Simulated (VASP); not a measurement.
# MnHg (Pm-3m) in VASP: notebook

One crystal, MnHg, is run at these levels: r2SCAN; tasks: single point.

Everything below comes from runs of VASP 6.6.1. Logs are shortened: lines on timing, memory, paths and dates and some standing lists are left out, and cuts for length are marked.

**1. The structure**

It takes space group Pm-3m (No. 221, cubic). The conventional cell has a = 3.315 Å, b = 3.315 Å, c = 3.315 Å, α = 90.00°, β = 90.00°, γ = 90.00°. Around Hg (site symmetry m-3m) lie 8 Mn at 2.87 Å. Around Mn (site symmetry m-3m) lie 8 Hg at 2.87 Å.

**2. Single point, r2SCAN, collinear spin, ferromagnetic start**

INCAR reads:

```
PREC = Accurate
ENCUT = 400
EDIFF = 1E-6
ISMEAR = 1
SIGMA = 0.02
LREAL = False
LASPH = True
NELM = 100
ALGO = Normal
ISIF = 2
LWAVE = False
LCHARG = False
ISPIN = 2
MAGMOM = 0 4
LORBIT = 11
LMAXMIX = 4
METAGGA = R2SCAN
LMIXTAU = True
NBANDS = 24
ADDGRID = False
```

KPOINTS reads:

```
regular mesh
0
Gamma
  7 7 7
```

POSCAR reads:

```
MnHg
1.0
    3.3150000000      0.0000000000      0.0000000000
    0.0000000000      3.3150000000      0.0000000000
    0.0000000000      0.0000000000      3.3150000000
Hg Mn
1 1
Direct
   -0.0058010000      0.0109980000     -0.0122330000
    0.5154140000      0.4990250000      0.4770600000
```

Potentials or basis: VASP PAW PBE potentials, release 64 (Hg, Mn_pv).

Started as:

```sh
> cat potpaw_PBE.64/Hg/POTCAR potpaw_PBE.64/Mn_pv/POTCAR > POTCAR
> mpirun -np 1 vasp_std > vasp.out
```

OUTCAR:

```text
PREC = Accurate
   ENCUT = 400
   EDIFF = 1E-6
   ISMEAR = 1
   LREAL = False
   LASPH = True
   NELM = 100
   ISIF = 2
   ISPIN = 2
   LORBIT = 11
   METAGGA = R2SCAN

 Found    172 irreducible k-points:

 Following reciprocal coordinates:
            Coordinates               Weight
  0.000000  0.000000  0.000000      1.000000
  0.142857  0.000000  0.000000      2.000000
  0.000000  0.142857  0.000000      2.000000
  0.000000  0.000000  0.142857      2.000000
  0.285714  0.000000  0.000000      2.000000
  0.000000  0.285714  0.000000      2.000000
   k-points           NKPTS =    172   k-points in BZ     NKDIM =    172   number of bands    NBANDS=     24
   number of dos      NEDOS =    301   number of ions     NIONS =      2
   total plane-waves  NPLWV =  13824
   dimension x,y,z NGX =    24 NGY =   24 NGZ =   24
   dimension x,y,z NGXF=    48 NGYF=   48 NGZF=   48
   ions per type =               1   1
   NGX,Y,Z   is equivalent  to a cutoff of  12.04, 12.04, 12.04 a.u.
   NGXF,Y,Z  is equivalent  to a cutoff of  24.07, 24.07, 24.07 a.u.
 SYSTEM =  unknown system
   PREC   = accura    normal or accurate (medium, high low for compatibility)
   ISTART =      0    job   : 0-new  1-cont  2-samecut
   ICHARG =      2    charge: 1-file 2-atom 10-const
   ISPIN  =      2    spin polarized calculation?
   LNONCOLLINEAR =      F non collinear calculations
   LSORBIT =      F    spin-orbit coupling
   LASPH  =      T    aspherical Exc in radial PAW
   ENCUT  =  400.0 eV  29.40 Ry    5.42 a.u.   5.41  5.41  5.41*2*pi/ulx,y,z
   NELM   =    100;   NELMIN=  2; NELMDL= -5     # of ELM steps
   EDIFF  = 0.1E-05   stopping-criterion for ELM
   LREAL  =      F    real-space projection
   EDIFFG = 0.1E-04   stopping-criterion for IOM
   NSW    =      0    number of steps for IOM
   IBRION =     -1    ionic relax: 0-MD 1-quasi-New 2-CG
   NFREE  =      0    steps in history (QN), initial steepest desc. (CG)
   ISIF   =      2    stress and relaxation
   ISYM   =      2    0-nonsym 1-usesym 2-fastsym
   POTIM  = 0.5000    time-step for ionic-motion
   TEBEG  =    0.0;   TEEND  =   0.0 temperature during run
   PSTRESS=    0.0 pullay stress
   NELECT =      25.0000    total number of electrons
   NUPDOWN=      -1.0000    fix difference up-down
   EMIN   =  10.00;   EMAX   =-10.00  energy-range for DOS
   EFERMI =   0.00;   METHOD = LEGACY
   ISMEAR =     1;   SIGMA  =   0.02  broadening in eV -4-tet -1-fermi 0-gaus
   EFERMI_NEDOS =   21; number of points for ismear=-14 and -15
   IALGO  =     38    algorithm
   IMIX   =      4    mixing-type and parameters
     AMIX     =   0.40;   BMIX     =  1.00
     AMIX_MAG =   1.60;   BMIX_MAG =  1.00
  volume/ion in A,a.u.               =      18.21       122.92
  Fermi-wavevector in a.u.,A,eV,Ry     =   1.444014  2.728790 28.370534  2.085175
  Thomas-Fermi vector in A             =   2.562356
   LORBIT       =     11    0 simple, 1 ext, 2 COOP (PROOUT), +10 PAW based schemes
   METAGGA = R2SCAN    functional components
   LHFCALC =     F    Hartree Fock is set to
   AEXX    =    0.0000 exact exchange contribution
   IVDW    =     0    specifies the selected vdW correction
   LEPSILON=     F    determine dielectric tensor
   LRPA    =     F    only Hartree local field effects (RPA)
 spin polarized calculation
 Methfessel and Paxton  Order N= 1 SIGMA  =   0.02
  energy-cutoff  :      400.00
  volume of cell :       36.43
 maximum number of plane-waves:       691
 NGX is ok and might be reduce to    24
   NGX = 11   NGY = 11   NGZ = 11

 number of electron      24.9999988 magnetization       3.9445760

 Free energy of the ion-electron system (eV)
  ---------------------------------------------------
  ext. energy  EPLUGINS =         0.00000000
  ---------------------------------------------------
  free energy    TOTEN  =       -64.02232117 eV

  energy without entropy =      -64.02228263  energy(sigma->0) =      -64.02230832

 E-fermi :   5.6739     XC(G=0): -12.6440

 val. band max:        5.5749183034   @ k =   0.2857   0.4286   0.0000
 cond. band min:       5.6840591736   @ k =  -0.2857  -0.2857   0.4286
 fundamental gap:      0.1091408702
 Fermi energy:         5.6739206798

 spin component 1

 k-point     1 :       0.0000    0.0000    0.0000
  band No.  band energies     occupation
      1     -47.2619      1.00000
      2     -47.2615      1.00000
      3     -47.2614      1.00000
      4      -4.5227      1.00000
      5      -3.1748      1.00000
      6      -3.1710      1.00000
[... 16 lines left out ...]
     23      23.3481      0.00000
     24      27.1644      0.00000

 k-point     2 :       0.1429    0.0000    0.0000
  band No.  band energies     occupation
      1     -47.2645      1.00000
      2     -47.2611      1.00000
      3     -47.2609      1.00000
      4      -4.2002      1.00000
      5      -3.1186      1.00000
      6      -3.0102      1.00000
[... 16 lines left out ...]
     23      23.0541      0.00000
     24      24.1587      0.00000

 k-point     3 :       0.0000    0.1429    0.0000
  band No.  band energies     occupation
      1     -47.2644      1.00000
      2     -47.2612      1.00000
      3     -47.2609      1.00000
      4      -4.1995      1.00000
      5      -3.1163      1.00000
      6      -3.0131      1.00000
[... 16 lines left out ...]
     23      23.0550      0.00000
     24      24.1447      0.00000

 k-point     4 :       0.0000    0.0000    0.1429
  band No.  band energies     occupation
      1     -47.2645      1.00000
      2     -47.2612      1.00000
      3     -47.2609      1.00000
      4      -4.1995      1.00000
      5      -3.1161      1.00000
      6      -3.0133      1.00000
[... 16 lines left out ...]
     23      23.0548      0.00000
     24      24.1435      0.00000

 k-point     5 :       0.2857    0.0000    0.0000
  band No.  band energies     occupation
      1     -47.2712      1.00000
      2     -47.2609      1.00000
      3     -47.2606      1.00000
      4      -3.4779      1.00000
      5      -2.9864      1.00000
      6      -2.3854      1.00000
[... 16 lines left out ...]
     23      20.9001      0.00000
     24      23.1648      0.00000

 k-point     6 :       0.0000    0.2857    0.0000
  band No.  band energies     occupation
      1     -47.2711      1.00000
      2     -47.2609      1.00000
      3     -47.2606      1.00000
      4      -3.4751      1.00000
      5      -2.9849      1.00000
      6      -2.3894      1.00000
[... 16 lines left out ...]
     23      20.9410      0.00000
     24      23.1729      0.00000

 [... further k-points ...]

 spin component 2

 k-point     1 :       0.0000    0.0000    0.0000
  band No.  band energies     occupation
      1     -41.6759      1.00000
      2     -41.6752      1.00000
      3     -41.6747      1.00000
      4      -4.6203      1.00000
      5      -3.1895      1.00000
      6      -3.1870      1.00000
[... 16 lines left out ...]
     23      23.3465      0.00000
     24      28.7253      0.00000

 k-point     2 :       0.1429    0.0000    0.0000
  band No.  band energies     occupation
      1     -41.6792      1.00000
      2     -41.6750      1.00000
      3     -41.6743      1.00000
      4      -4.3006      1.00000
      5      -3.1481      1.00000
      6      -3.0242      1.00000
[... 16 lines left out ...]
     23      23.2708      0.00000
     24      25.2618      0.00000

 k-point     3 :       0.0000    0.1429    0.0000
  band No.  band energies     occupation
      1     -41.6793      1.00000
      2     -41.6746      1.00000
      3     -41.6744      1.00000
      4      -4.3000      1.00000
      5      -3.1465      1.00000
      6      -3.0262      1.00000
[... 16 lines left out ...]
     23      23.2729      0.00000
     24      25.2467      0.00000

 k-point     4 :       0.0000    0.0000    0.1429
  band No.  band energies     occupation
      1     -41.6793      1.00000
      2     -41.6750      1.00000
      3     -41.6741      1.00000
      4      -4.3000      1.00000
      5      -3.1464      1.00000
      6      -3.0264      1.00000
[... 16 lines left out ...]
     23      23.2733      0.00000
     24      25.2453      0.00000

 k-point     5 :       0.2857    0.0000    0.0000
  band No.  band energies     occupation
      1     -41.6883      1.00000
      2     -41.6745      1.00000
      3     -41.6738      1.00000
      4      -3.6214      1.00000
      5      -3.0529      1.00000
      6      -2.3437      1.00000
[... 16 lines left out ...]
     23      21.8565      0.00000
     24      24.1861      0.00000

 k-point     6 :       0.0000    0.2857    0.0000
  band No.  band energies     occupation
      1     -41.6885      1.00000
      2     -41.6742      1.00000
      3     -41.6740      1.00000
      4      -3.6193      1.00000
      5      -3.0517      1.00000
      6      -2.3469      1.00000
[... 16 lines left out ...]
     23      21.8820      0.00000
     24      24.1967      0.00000

 [... further k-points ...]
[... 5 lines left out ...]
  --------------------------------------------------------------------------------------
  -------------------------------------------------------------------------------------
  Total       -0.1598203     -0.1176186     -0.1142842     -0.0414218      0.0199635     -0.0413424
  in kB       -7.0289734     -5.1729229     -5.0262741     -1.8217489      0.8780040     -1.8182566
  external PRESSURE =      -5.7427235 kB  Pullay stress =       0.0000000 kB

 VOLUME and BASIS-vectors are now :
 -----------------------------------------------------------------------------
  energy-cutoff  :      400.00
  volume of cell :       36.43
      direct lattice vectors                 reciprocal lattice vectors
     3.315000000  0.000000000  0.000000000     0.301659125  0.000000000  0.000000000
     0.000000000  3.315000000  0.000000000     0.000000000  0.301659125  0.000000000
     0.000000000  0.000000000  3.315000000     0.000000000  0.000000000  0.301659125

 POSITION                                       TOTAL-FORCE (eV/Angst)
 -----------------------------------------------------------------------------------
      3.29577      0.03646      3.27445         0.226760     -0.137456     -0.125326
      1.70860      1.65427      1.58145        -0.226760      0.137456      0.125326
 -----------------------------------------------------------------------------------
    total drift:                                0.019455      0.003944      0.008103

  FREE ENERGIE OF THE ION-ELECTRON SYSTEM (eV)
  ---------------------------------------------------
  free  energy   TOTEN  =       -64.0223211654 eV

  energy  without entropy=      -64.0222826256  energy(sigma->0) =      -64.02230832

 total charge

# of ion       s       p       d       tot
------------------------------------------
    1        0.826   0.554   9.239  10.618
    2        0.263   6.178   4.944  11.385
--------------------------------------------------
tot          1.089   6.732  14.182  22.003

 magnetization (x)

# of ion       s       p       d       tot
------------------------------------------
    1       -0.057  -0.111   0.047  -0.121
    2        0.023   0.011   3.989   4.023
--------------------------------------------------
tot         -0.034  -0.100   4.036   3.902
```

Run time: 5.7 min. Hardware: 1 thread of Intel Xeon Platinum 8488C (Sapphire Rapids), shared host; peak memory 0.28 GiB.

These settings aren't checked as converged: the numbers below hold their error.

Results:

```yaml
Free_energy: -64.0223 eV
Pressure: -0.6 GPa
Largest_force: 0.293 eV/Å
Band_gap_on_the_k_mesh: none (metal or under the smearing width)
Net_moment: 3.94 μB per cell
Site_moments: Hg -0.12; Mn +4.02 μB
Valence_electrons_inside_the_program's_atomic_spheres: Hg 10.62; Mn 11.38
```

Caveat: the PAW data sets were made with another functional, which shifts forces and pressure a little.

**3. Single point, r2SCAN, collinear spin, ferromagnetic start**

Changes to INCAR since step 2:

```diff
@@ -1,2 +1,2 @@
-PREC = Accurate
+PREC = Low
 ENCUT = 400
@@ -4,3 +4,3 @@
 ISMEAR = 1
-SIGMA = 0.02
+SIGMA = 0.15
 LREAL = False
```

KPOINTS is that of step 2.

POSCAR reads:

```
MnHg
1.0
    3.3150000000      0.0000000000      0.0000000000
    0.0000000000      3.3150000000      0.0000000000
    0.0000000000      0.0000000000      3.3150000000
Hg Mn
1 1
Direct
    0.0000000000      0.0000000000      0.0000000000
    0.5000000000      0.5000000000      0.5000000000
```

Potentials or basis: VASP PAW PBE potentials, release 64 (Hg, Mn_pv).

Started as:

```sh
> cat potpaw_PBE.64/Hg/POTCAR potpaw_PBE.64/Mn_pv/POTCAR > POTCAR
> mpirun -np 1 vasp_std > vasp.out
```

Run time: 23 s. Hardware: 1 thread of Intel Xeon Platinum 8488C (Sapphire Rapids), shared host; peak memory 0.12 GiB.

These settings aren't checked as converged: the numbers below hold their error.

What came out:

| Quantity | Value |
| --- | --- |
| Free energy | -64.0624 eV |
| Pressure | -0.2 GPa |
| Band gap on the k mesh | none (metal or under the smearing width) |
| Net moment | 4.00 μB per cell |
| Site moments | Hg -0.11; Mn +4.05 μB |
| Valence electrons inside the program's atomic spheres | Hg 10.62; Mn 11.38 |

Caveat: the PAW data sets were made with another functional, which shifts forces and pressure a little.

**4. The reference run**

An earlier run on the cell as given: functional PBE; potentials or basis VASP PAW PBE potentials, release 64 (Hg, Mn_pv); cutoff 520 eV; k mesh 8 × 8 × 8; occupations fermi-dirac, width 0.05 eV; collinear spin, ferromagnetic start; starting moments [0.0, 4.0] μB.

- Pressure: 1.0 GPa
- Band gap on the k mesh: none (metal or under the smearing width)
- Net moment: 3.91 μB per cell
- Site moments: Hg -0.06; Mn +3.83 μB
- Valence electrons inside the program's atomic spheres: Hg 10.59; Mn 11.40
